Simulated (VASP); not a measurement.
Method: PW91 GGA, VASP's PBE PAW potentials (set 64) (plane waves; VASP).

A VASP calculation is set up with these files.

File KPOINTS:
```
K-points
0
gamma
14 14 14
0 0 0
```

**INCAR**
```
SYSTEM = Mo
PREC = Accurate
ENCUT = 400
EDIFF = 1E-6
NELM = 100
ALGO = Normal
LREAL = .FALSE.
LASPH = .TRUE.
ISMEAR = 1
SIGMA = 0.1
GGA = 91
LMAXMIX = 4
LWAVE = .FALSE.
LCHARG = .FALSE.
ISIF = 2
```

POSCAR:
```
Mo
1.0
 -1.6065000000   1.6065000000   1.6065000000
  1.6065000000  -1.6065000000   1.6065000000
  1.6065000000   1.6065000000  -1.6065000000
Mo
1
Cartesian
  0.0000000000   0.0000000000   0.0000000000
```

POTCAR, in this order: Mo_sv (PBE.64 set). Program: vasp_std.

Output of the run:

**OUTCAR**
```
 ion  position               nearest neighbor table
   1  0.000  0.000  0.000-
  LATTYP: Found a body centered cubic cell.
 ALAT       =     3.2130000000
 Subroutine PRICEL returns:
 Original cell was already a primitive cell.
 Subroutine GETGRP returns: Found 48 space group operations
The static configuration has the point symmetry O_h .
The dynamic configuration has the point symmetry O_h .
 Subroutine INISYM returns: Found 48 space group operations
 Subroutine IBZKPT returns following result:
 Found    104 irreducible k-points:

 Following reciprocal coordinates:
            Coordinates               Weight
  0.000000  0.000000  0.000000      1.000000
  0.071429  0.000000  0.000000     12.000000
  0.142857  0.000000  0.000000     12.000000
  0.214286  0.000000  0.000000     12.000000
  0.285714  0.000000  0.000000     12.000000
  0.357143  0.000000  0.000000     12.000000
  0.428571  0.000000  0.000000     12.000000
  0.500000  0.000000  0.000000      6.000000
  0.071429  0.071429  0.000000     24.000000
  0.142857  0.071429  0.000000     48.000000
...
```

OSZICAR:
```
       N       E                     dE             d eps       ncg     rms          rms(c)
DAV:   1     0.696224513429E+02    0.69622E+02   -0.72432E+03  2339   0.107E+03
DAV:   2    -0.105034783192E+02   -0.80126E+02   -0.77004E+02  2480   0.293E+02
DAV:   3    -0.115808207720E+02   -0.10773E+01   -0.10637E+01  2719   0.331E+01
DAV:   4    -0.115841150270E+02   -0.32943E-02   -0.32938E-02  2494   0.195E+00
DAV:   5    -0.115841284478E+02   -0.13421E-04   -0.13420E-04  2662   0.132E-01    0.129E+01
DAV:   6    -0.109402099898E+02    0.64392E+00   -0.11986E+00  2450   0.129E+01    0.311E+00
DAV:   7    -0.108579972254E+02    0.82213E-01   -0.21488E-01  2662   0.507E+00    0.108E+00
DAV:   8    -0.108535268050E+02    0.44704E-02   -0.44945E-03  2378   0.906E-01    0.219E-01
DAV:   9    -0.108535865449E+02   -0.59740E-04   -0.12723E-04  2704   0.152E-01    0.754E-02
DAV:  10    -0.108535975773E+02   -0.11032E-04   -0.11548E-05  2429   0.418E-02    0.747E-03
DAV:  11    -0.108535976792E+02   -0.10182E-06   -0.28786E-07  1553   0.591E-03
   1 F= -.10853598E+02 E0= -.10853367E+02  d E =-.692123E-03
```

### OUTCAR
```
------------------------ aborting loop because EDIFF is reached ----------------------------------------
  FORCE on cell =-STRESS in cart. coord.  units (eV):
  Direction    XX          YY          ZZ          XY          YZ          ZX
  --------------------------------------------------------------------------------------
  Total       -1.0980755     -1.0980755     -1.0980755      0.0000000     -0.0000000     -0.0000000
  in kB     -106.0817324   -106.0817324   -106.0817324      0.0000000     -0.0000000     -0.0000000
  external PRESSURE =    -106.0817324 kB  Pullay stress =       0.0000000 kB
  volume of cell :       16.58
      direct lattice vectors                 reciprocal lattice vectors
    -1.606500000  1.606500000  1.606500000     0.000000000  0.311235605  0.311235605
     1.606500000 -1.606500000  1.606500000     0.311235605  0.000000000  0.311235605
     1.606500000  1.606500000 -1.606500000     0.311235605  0.311235605  0.000000000
 POSITION                                       TOTAL-FORCE (eV/Angst)
 -----------------------------------------------------------------------------------
      0.00000      0.00000      0.00000        -0.000000     -0.000000      0.000000
 -----------------------------------------------------------------------------------
    total drift:                                0.000000     -0.000000      0.000000
  FREE ENERGIE OF THE ION-ELECTRON SYSTEM (eV)
  ---------------------------------------------------
  free  energy   TOTEN  =       -10.8535976792 eV

  energy  without entropy=      -10.8529055563  energy(sigma->0) =      -10.85336697
```
(Selected blocks of OUTCAR.)

File OUTCAR:
```
 val. band max:       11.6855551736   @ k =  -0.3571   0.3571   0.2857

 cond. band min:      11.6992247810   @ k =  -0.4286  -0.4286   0.2857


 Fermi energy:        11.6857704009

 k-point     1 :       0.0000    0.0000    0.0000
  band No.  band energies     occupation
      1     -49.4610      2.00000
      2     -22.9726      2.00000
      3     -22.9726      2.00000
      4     -22.9726      2.00000
      5       4.6712      2.00000
      6      10.3576      2.00000
      7      10.3576      2.00000
      8      10.3576      2.00000
      9      13.1752     -0.00000
     10      13.1752     -0.00000
     11      26.4178      0.00000

 k-point     2 :       0.0714    0.0000    0.0000
  band No.  band energies     occupation
      1     -49.4507      2.00000
      2     -23.0339      2.00000
      3     -22.9918      2.00000
      4     -22.9729      2.00000
      5       4.8821      2.00000
      6      10.2431      2.00000
      7      10.3391      2.00000
      8      10.5530      2.00000
      9      13.0138     -0.00000
     10      13.1794     -0.00000
     11      26.5648      0.00000

 k-point     3 :       0.1429    0.0000    0.0000
  band No.  band energies     occupation
      1     -49.4218      2.00000
      2     -23.2022      2.00000
      3     -23.0450      2.00000
      4     -22.9735      2.00000
      5       5.4659      2.00000
      6       9.9387      2.00000
      7      10.2490      2.00000
      8      11.1259      2.00000
      9      12.7230     -0.00000
     10      13.2034     -0.00000
     11      26.8246      0.00000

 k-point     4 :       0.2143    0.0000    0.0000
  band No.  band energies     occupation
      1     -49.3798      2.00000
      2     -23.4421      2.00000
      3     -23.1211      2.00000
      4     -22.9749      2.00000
      5       6.2395      2.00000
      6       9.5346      2.00000
      7      10.1265      2.00000
      8      12.0331     -0.00001
      9      12.6268     -0.00000
...
```

The compound is Mo in the bcc structure. The cell was not relaxed at this level. The run is one of a series of settings (GGA = 91 against the base run), some of them coarse on purpose.
